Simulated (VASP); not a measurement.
Computed with PW91 GGA, VASP's PBE PAW potentials (set 64) (plane waves; VASP).

Input for VASP

File POSCAR:
```
CeO2
1
    0.0000000000     2.7339426070     2.7339426070
    2.7339426070     0.0000000000     2.7339426070
    2.7339426070     2.7339426070     0.0000000000
Ce O
1 2
Direct
  0.0000000000   0.0000000000   0.0000000000
  0.2500000000   0.2500000000   0.2500000000
  0.7500000000   0.7500000000   0.7500000000
```

File KPOINTS:
```
Automatic mesh
0
gamma
  8 8 8
0 0 0
```

INCAR:
```
# general
SYSTEM   =  CeO2
PREC     =  Accurate
ENCUT    =  520
LREAL    =  F
LASPH    =  T

# electronic loop
EDIFF    =  1E-7
NELM     =  100
ALGO     =  Normal
LMAXMIX  =  6

# smearing
ISMEAR   =  -5

# functional
GGA      =  91

# ions
ISIF     =  2

# output
LWAVE    =  F
LCHARG   =  T
LORBIT   =  11
NEDOS    =  601

# other
LEFG     =  T
```

POTCAR, in this order: Ce O (PBE.64 set). Program: vasp_std.

Output of the run:

**OSZICAR**
```
       N       E                     dE             d eps       ncg     rms          rms(c)
DAV:   1     0.224246246799E+03    0.22425E+03   -0.11836E+04   952   0.199E+03
DAV:   2     0.900542604364E+01   -0.21524E+03   -0.20794E+03  1392   0.306E+02
DAV:   3    -0.304728594389E+02   -0.39478E+02   -0.38287E+02  1240   0.146E+02
DAV:   4    -0.321687658251E+02   -0.16959E+01   -0.16957E+01  1368   0.332E+01
DAV:   5    -0.322442065615E+02   -0.75441E-01   -0.75438E-01  1616   0.657E+00    0.289E+01
DAV:   6    -0.304813787258E+02    0.17628E+01   -0.10394E+02  1384   0.601E+01    0.307E+01
DAV:   7    -0.287170231906E+02    0.17644E+01   -0.23611E+02  1472   0.138E+02    0.207E+01
DAV:   8    -0.280737956615E+02    0.64323E+00   -0.42391E+00  1096   0.224E+01    0.144E+01
DAV:   9    -0.265383215708E+02    0.15355E+01   -0.68399E+00  1392   0.217E+01    0.232E+00
DAV:  10    -0.264753106247E+02    0.63011E-01   -0.28017E-01  1568   0.487E+00    0.162E+00
DAV:  11    -0.264397721631E+02    0.35538E-01   -0.58753E-02  1448   0.231E+00    0.130E+00
DAV:  12    -0.263989424743E+02    0.40830E-01   -0.20022E-01  1376   0.423E+00    0.574E-01
DAV:  13    -0.264028024282E+02   -0.38600E-02   -0.82179E-02  1464   0.245E+00    0.822E-01
DAV:  14    -0.264001645979E+02    0.26378E-02   -0.71870E-02  1408   0.241E+00    0.354E-01
DAV:  15    -0.263994383694E+02    0.72623E-03   -0.12753E-02  1376   0.106E+00    0.101E-01
DAV:  16    -0.263993526732E+02    0.85696E-04   -0.12298E-03  1384   0.360E-01    0.221E-02
DAV:  17    -0.263993661667E+02   -0.13493E-04   -0.26735E-04  1464   0.159E-01    0.282E-02
DAV:  18    -0.263993589449E+02    0.72218E-05   -0.16190E-05  1392   0.389E-02    0.214E-02
DAV:  19    -0.263993530909E+02    0.58540E-05   -0.39905E-05  1440   0.565E-02    0.237E-03
DAV:  20    -0.263993528892E+02    0.20166E-06   -0.25237E-06  1496   0.147E-02    0.390E-03
DAV:  21    -0.263993528474E+02    0.41807E-07   -0.11575E-07   704   0.341E-03
   1 F= -.26399353E+02 E0= -.26399353E+02  d E =0.000000E+00
```

### OUTCAR
```
------------------------ aborting loop because EDIFF is reached ----------------------------------------
  FORCE on cell =-STRESS in cart. coord.  units (eV):
  Direction    XX          YY          ZZ          XY          YZ          ZX
  --------------------------------------------------------------------------------------
  Total       -0.0668333     -0.0668333     -0.0668333      0.0000000      0.0000000      0.0000000
  in kB       -2.6200252     -2.6200252     -2.6200252      0.0000000      0.0000000      0.0000000
  external PRESSURE =      -2.6200252 kB  Pullay stress =       0.0000000 kB
  volume of cell :       40.87
      direct lattice vectors                 reciprocal lattice vectors
     0.000000000  2.733942607  2.733942607    -0.182886063  0.182886063  0.182886063
     2.733942607  0.000000000  2.733942607     0.182886063 -0.182886063  0.182886063
     2.733942607  2.733942607  0.000000000     0.182886063  0.182886063 -0.182886063
 POSITION                                       TOTAL-FORCE (eV/Angst)
 -----------------------------------------------------------------------------------
      0.00000      0.00000      0.00000        -0.000000     -0.000000     -0.000000
      1.36697      1.36697      1.36697        -0.000000      0.000000     -0.000000
      4.10091      4.10091      4.10091         0.000000      0.000000      0.000000
 -----------------------------------------------------------------------------------
    total drift:                                0.000000     -0.000000      0.000000
  FREE ENERGIE OF THE ION-ELECTRON SYSTEM (eV)
  ---------------------------------------------------
  free  energy   TOTEN  =       -26.3993528474 eV

  energy  without entropy=      -26.3993528474  energy(sigma->0) =      -26.39935285

 total charge

# of ion       s       p       d       f       tot
--------------------------------------------------
    1        2.034   5.802   0.849   0.960   9.645
    2        1.573   3.429   0.000   0.000   5.002
    3        1.573   3.429   0.000   0.000   5.002
--------------------------------------------------
tot          5.179  12.661   0.849   0.960  19.649

 Electric field gradients after diagonalization (V/A^2)
 (convention: |V_zz| > |V_xx| > |V_yy|)
----------------------------------------------------------------------
 ion       V_xx      V_yy      V_zz     asymmetry (V_yy - V_xx)/ V_zz
----------------------------------------------------------------------
   1      -0.000    -0.000     0.001       0.000
   2       0.002     0.002    -0.003       0.000
   3       0.002     0.002    -0.003       0.000
```
(Selected blocks of OUTCAR.)

### OUTCAR
```
 val. band max:        4.9457320521   @ k =  -0.2500   0.2500   0.0000

 cond. band min:       6.7785789193   @ k =   0.5000   0.0000   0.0000


 Fermi energy:         4.9790688200

 k-point     1 :       0.0000    0.0000    0.0000
  band No.  band energies     occupation
      1     -27.3489      2.00000
      2     -11.2562      2.00000
      3     -10.3185      2.00000
      4      -9.6079      2.00000
      5      -9.6079      2.00000
      6      -9.6079      2.00000
      7       1.2618      2.00000
      8       1.2618      2.00000
      9       1.2618      2.00000
     10       4.3716      2.00000
     11       4.3716      2.00000
     12       4.3716      2.00000
     13       7.0827      0.00000
     14       7.0827      0.00000
     15       7.0827      0.00000
     16       7.3016      0.00000

 k-point     2 :       0.1250    0.0000    0.0000
  band No.  band energies     occupation
      1     -27.3228      2.00000
      2     -11.7563      2.00000
      3     -10.4355      2.00000
      4      -9.6416      2.00000
      5      -9.6416      2.00000
      6      -9.0804      2.00000
      7       1.3997      2.00000
      8       1.3997      2.00000
      9       1.6330      2.00000
     10       4.2357      2.00000
     11       4.3180      2.00000
     12       4.3180      2.00000
     13       7.0697      0.00000
     14       7.0697      0.00000
     15       7.0839      0.00000
     16       7.3218      0.00000

 k-point     3 :       0.2500    0.0000    0.0000
  band No.  band energies     occupation
      1     -27.2577      2.00000
      2     -12.5111      2.00000
      3     -10.7267      2.00000
      4      -9.7208      2.00000
      5      -9.7208      2.00000
      6      -8.2128      2.00000
      7       1.7215      2.00000
      8       1.7215      2.00000
      9       2.5076      2.00000
     10       3.9888      2.00000
     11       4.2145      2.00000
     12       4.2145      2.00000
     13       7.0231      0.00000
...
```

The compound is CeO2 in the fluorite structure. It was relaxed first. The run is not spin-polarised, so no magnetic state was tried.
